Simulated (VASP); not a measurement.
Energy against volume of Cu$_{2}$O (cuprite). These are PW91 GGA, VASP's PBE PAW potentials (set 64) (plane waves; VASP) values and carry that method's errors. Run with 520 eV cut-off, 5×5×5 Γ-centred mesh, Gaussian smearing of 0.050 eV, potentials Cu O.

```json
[
 {"V (Å³/atom)": "12.501", "E (eV/atom)": "-4.56663"},
 {"V (Å³/atom)": "12.900", "E (eV/atom)": "-4.58148"},
 {"V (Å³/atom)": "13.299", "E (eV/atom)": "-4.58625"},
 {"V (Å³/atom)": "13.698", "E (eV/atom)": "-4.58253"}
]
```

Question: Fit these four points and predict the energy of the run at 14.097 Å³/atom.

Answer: A cubic in V^(−2/3), the third-order Birch-Murnaghan form, passes through the four points with V0 = 13.31 Å³/atom and B0 = 113 GPa, and gives -4.5717 eV/atom there. The run gave -4.5718 eV/atom, -0.1 meV/atom from the fit; all five points give B0 = 112 GPa.

The compound is Cu2O in the cuprite structure. It was relaxed first.
